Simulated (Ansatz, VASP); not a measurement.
**ZnCu2SnS4: VASP beside Ansatz**

One calculation is typed for both programs; each brings its own data sets and cutoff. How far apart do they land?

Method: plane waves, with VASP 6.6.1 beside it; single point at PBEsol, in Ansatz 0.2.0.

## Step 1: Starting point

Symmetry: I-4, No. 82, tetragonal system. The conventional cell has a = 5.434 Å, b = 5.434 Å, c = 10.850 Å, α = 90.00°, β = 90.00°, γ = 90.00°. Nearest to Sn lie 4 S at 2.41 Å. Nearest to Zn lie 4 S at 2.33 Å. Nearest to Cu lie 4 S at 2.33 Å. Nearest to S lie 1 Zn at 2.33 Å and 2 Cu at 2.33 Å and 1 Sn at 2.41 Å. Farther neighbours and most contacts between anions are not listed.

As a file:

```cif
data_structure
_symmetry_space_group_name_H-M 'I-4'
_symmetry_Int_Tables_number 82
_cell_length_a 5.4342
_cell_length_b 5.4342
_cell_length_c 10.8496
_cell_angle_alpha 90.000
_cell_angle_beta 90.000
_cell_angle_gamma 90.000
_cell_volume 320.39
loop_
_atom_site_label
_atom_site_type_symbol
_atom_site_symmetry_multiplicity
_atom_site_Wyckoff_symbol
_atom_site_fract_x
_atom_site_fract_y
_atom_site_fract_z
_atom_site_occupancy
Sn1 Sn 2 b 0.50000 0.50000 0.00000 1
Zn1 Zn 2 d 0.50000 0.00000 0.25000 1
Cu1 Cu 2 c 0.00000 0.50000 0.25000 1
Cu2 Cu 2 a 0.00000 0.00000 0.00000 1
S1 S 8 g 0.25660 0.25620 0.37179 1
```

## Step 2: VASP: single point, PBEsol

With cell and atoms fixed, the geometry can't cause a difference; cores, projectors, grids and the points listed under the comparison can.

Lines of VASP's logs that name or quote its potential files are left out, and so is its time.

INCAR reads:

```
SYSTEM = ZnCu2SnS4
PREC = Accurate
ENCUT = 400
EDIFF = 1E-05
NELM = 100
ISMEAR = 0
SIGMA = 0.05
LREAL = .FALSE.
ALGO = Normal
GGA = PS
NBANDS = 44
LORBIT = 11
LWAVE = .FALSE.
LCHARG = .FALSE.
KPAR = 4
```

POSCAR reads:

```
ZnCu2SnS4
1.0
   -2.7171000000      2.7171000000      5.4248000000
    2.7171000000     -2.7171000000      5.4248000000
    2.7171000000      2.7171000000     -5.4248000000
Sn Zn Cu S
1 1 2 4
Direct
    0.5000000000      0.5000000000      0.0000000000
    0.2500000000      0.7500000000      0.5000000000
    0.7500000000      0.2500000000      0.5000000000
    0.0000000000      0.0000000000      0.0000000000
    0.6279900000      0.6283900000      0.5128000000
    0.8848100000      0.3720100000      0.0004000000
    0.1155900000      0.1151900000      0.4872000000
    0.3716100000      0.8844100000      0.9996000000
```

KPOINTS reads:

```
Automatic mesh
0
Gamma
6 6 6
0 0 0
```

Potentials, in the order of the species: Sn_d, Zn, Cu and S (PBE family, release 64).

Launch:

```sh
$ mpirun -np 4 vasp_std
```

Numbers of over 12 decimals in the logs are rounded to 6 here.

Output:

```text
[banner, memory and clock lines left out]
running    4 mpi-ranks, on    1 nodes
 distrk:  each k-point on    1 cores,    4 groups
 distr:  one band on    1 cores,    1 groups

 POSCAR found type information on POSCAR SnZnCuS
 POSCAR found :  4 types and       8 ions
|                                                                             |
|               ----> ADVICE to this user running VASP <----                  |
|                                                                             |
|     You enforced a specific xc type in the INCAR file but a different       |
|     [... a line on the potential file left out ...]
|     I HOPE YOU KNOW WHAT YOU ARE DOING!                                     |
|                                                                             |

 LDA part: xc-table for (Slater+PW92), standard interpolation
 POSCAR, INCAR and KPOINTS ok, starting setup
 FFT: planning ... GRIDC
 FFT: planning ... GRID_SOFT
 FFT: planning ... GRID
 WAVECAR not read
 entering main loop
       N       E                     dE             d eps       ncg     rms          rms(c)
DAV:   1     0.663524119573E+03    0.66352E+03   -0.27535E+04  3168   0.173E+03
DAV:   2     0.755510789801E+02   -0.58797E+03   -0.57091E+03  3172   0.459E+02
DAV:   3    -0.299180795282E+02   -0.10547E+03   -0.10329E+03  4040   0.196E+02
DAV:   4    -0.378877663326E+02   -0.79697E+01   -0.78871E+01  4392   0.549E+01
DAV:   5    -0.382179548652E+02   -0.33019E+00   -0.32961E+00  4656   0.119E+01    0.176E+01
DAV:   6    -0.379845017944E+02    0.23345E+00   -0.42882E+01  4936   0.103E+02    0.128E+01
DAV:   7    -0.355762392290E+02    0.24083E+01   -0.11355E+01  4272   0.851E+01    0.783E+00
DAV:   8    -0.358684035438E+02   -0.29216E+00   -0.50106E+00  4992   0.261E+01    0.408E+00
DAV:   9    -0.357108296096E+02    0.15757E+00   -0.15967E+00  4432   0.215E+01    0.786E-01
DAV:  10    -0.357061341708E+02    0.46954E-02   -0.10881E-01  4708   0.605E+00    0.281E-01
DAV:  11    -0.357071581101E+02   -0.10239E-02   -0.16348E-02  5120   0.219E+00    0.228E-01
DAV:  12    -0.357074074371E+02   -0.24933E-03   -0.20354E-03  5176   0.875E-01    0.871E-02
DAV:  13    -0.357074118382E+02   -0.44011E-05   -0.33757E-04  4380   0.201E-01    0.412E-02
DAV:  14    -0.357073974077E+02    0.14431E-04   -0.12261E-04  4644   0.197E-01    0.211E-02
DAV:  15    -0.357074021844E+02   -0.47768E-05   -0.24157E-05  2516   0.782E-02
   1 F= -.35707402E+02 E0= -.35707402E+02  d E =-.566060E-06
```

From OUTCAR (step 2):

```text
ion  position               nearest neighbor table
   1  0.500  0.500  0.000-   5 2.41   6 2.41   7 2.41   8 2.41
   2  0.250  0.750  0.500-   5 2.33   6 2.33   7 2.33   8 2.33
   3  0.750  0.250  0.500-   6 2.33   7 2.33   8 2.33   5 2.33
   4  0.000  0.000  0.000-   8 2.33   5 2.33   7 2.33   6 2.33
   5  0.628  0.628  0.513-   2 2.33   4 2.33   3 2.33   1 2.41
   6  0.885  0.372  0.000-   2 2.33   4 2.33   3 2.33   1 2.41
   7  0.116  0.115  0.487-   2 2.33   4 2.33   3 2.33   1 2.41
   8  0.372  0.884  1.000-   2 2.33   4 2.33   3 2.33   1 2.41

  LATTYP: Found a body centered tetragonal cell.
 ALAT       =     5.4342000000
 C/A-ratio  =     1.9965404291

 Subroutine GETGRP returns: Found  4 space group operations
 (whereof  4 operations were pure point group operations)

The static configuration has the point symmetry S_4 .

 Found     36 irreducible k-points:

   k-points           NKPTS =     36   k-points in BZ     NKDIM =     36   number of bands    NBANDS=     44

   dimension x,y,z NGX =    48 NGY =   48 NGZ =   48
   dimension x,y,z NGXF=    96 NGYF=   96 NGZF=   96

   ENCUT  =  400.0 eV  29.40 Ry    5.42 a.u.  10.84 10.84 10.84*2*pi/ulx,y,z

   NELECT =      72.0000    total number of electrons

 k-points in reciprocal lattice and weights: Automatic mesh
   0.00000000  0.00000000  0.00000000       0.005
   0.16666667  0.00000000  0.00000000       0.037
   0.33333333 -0.00000000  0.00000000       0.037
   0.50000000 -0.00000000  0.00000000       0.019
   0.16666667  0.16666667  0.00000000       0.037
   0.33333333  0.16666667  0.00000000       0.037
  -0.33333333 -0.16666667  0.50000000       0.037
   0.50000000  0.16666667  0.00000000       0.037
   0.50000000 -0.16666667 -0.33333333       0.037
[...]
-0.33333333 -0.33333333  0.33333333       0.009
   0.50000000  0.50000000  0.50000000       0.005

 average (electrostatic) potential at core
       1-102.7537       2 -34.4169       3 -65.3229       4 -65.3526       5 -87.2471
       6 -87.2471       7 -87.2471       8 -87.2471

 E-fermi :   4.8602

 k-point     1 :       0.0000    0.0000    0.0000
  band No.  band energies     occupation
    ...
     32       3.1893      2.00000
     33       3.3410      2.00000
     34       4.6559      2.00000
     35       4.6559      2.00000
     36       4.7364      1.99954
     37       4.9841      0.00046
     38       6.6828      0.00000
     39       7.5833      0.00000
     40       8.4977      0.00000
     41       8.4977      0.00000
    ...

 k-point     2 :       0.1667    0.0000    0.0000
  band No.  band energies     occupation
    ...
     32       3.3073      2.00000
     33       3.4114      2.00000
     34       4.0681      2.00000
     35       4.4433      2.00000
     36       4.6262      2.00000
     37       5.7112      0.00000
     38       7.0958      0.00000
     39       7.7857      0.00000
     40       8.2413      0.00000
     41       8.3457      0.00000
    ...

 k-point     3 :       0.3333   -0.0000    0.0000
  band No.  band energies     occupation
    ...
     32       3.3856      2.00000
     33       3.5032      2.00000
     34       3.7779      2.00000
     35       4.0002      2.00000
     36       4.4071      2.00000
     37       6.2951      0.00000
     38       7.6830      0.00000
     39       7.9998      0.00000
     40       8.1322      0.00000
     41       8.6804      0.00000
    ...

  Total       -1.8486728     -1.8486728     -1.9462420      0.0000000      0.0000000      0.0000000
  in kB      -18.4890960    -18.4890960    -19.4649124      0.0000002      0.0000000      0.0000000
  external PRESSURE =     -18.8143681 kB  Pullay stress =       0.0000000 kB

  energy-cutoff  :      400.00
  volume of cell :      160.20
      direct lattice vectors                 reciprocal lattice vectors
    -2.717100000  2.717100000  5.424800000     0.000000000  0.184019727  0.092169297
     2.717100000 -2.717100000  5.424800000     0.184019727  0.000000000  0.092169297
     2.717100000  2.717100000 -5.424800000     0.184019727  0.184019727  0.000000000

 POSITION                                       TOTAL-FORCE (eV/Angst)
 -----------------------------------------------------------------------------------
      0.00000      0.00000      5.42480        -0.000000      0.000000     -0.000000
      2.71710      0.00000      2.71240         0.000000     -0.000000     -0.000000
      0.00000      2.71710      2.71240         0.000000      0.000000     -0.000000
      0.00000      0.00000      0.00000        -0.000000      0.000000     -0.000000
      1.39442      1.39224      4.03377         0.151831      0.569136     -0.198714
     -1.39224      1.39442      6.81583        -0.569136      0.151831      0.198714
      1.32268      1.32486     -1.39103        -0.151831     -0.569136     -0.198714
      4.10934      1.32268      1.39103         0.569136     -0.151831      0.198714
 -----------------------------------------------------------------------------------
    total drift:                               -0.000001     -0.000001      0.000004

  FREE ENERGIE OF THE ION-ELECTRON SYSTEM (eV)
  ---------------------------------------------------
  free  energy   TOTEN  =       -35.7074021844 eV

  energy  without entropy=      -35.7074016184  energy(sigma->0) =      -35.70740190

 total charge
# of ion       s       p       d       tot
------------------------------------------
    1        1.100   1.138  10.118  12.357
    2        0.537   0.488   9.797  10.822
    3        0.359   0.349   9.263   9.971
    4        0.360   0.349   9.262   9.970
    5        1.322   2.362   0.000   3.684
    6        1.322   2.362   0.000   3.684
    7        1.322   2.362   0.000   3.684
    8        1.322   2.362   0.000   3.684
--------------------------------------------------
tot          7.643  11.771  38.440  57.854

[... 3 further parts left out ...]
```

This run has no spin polarisation, so a moment on Cu, if there is one, isn't seen. LASPH is off, so gradient terms of the non-spherical density inside the spheres are left out; for open d or f shells this can shift gaps and moments.

(Continued in part 2 of 2.)

[Lines on the potential files, build, host, timing and source positions are cut from VASP's logs without a mark.]

[Logs are printed without paths, hosts, clocks, repeated set-up lines and the standing remarks that a program may print on its own settings, such as how far it seeks lower states.]

[Hosts, paths, dates, database ids (printed as entryN), source tags and the programs' standing remarks are cut or masked in the printed files.]
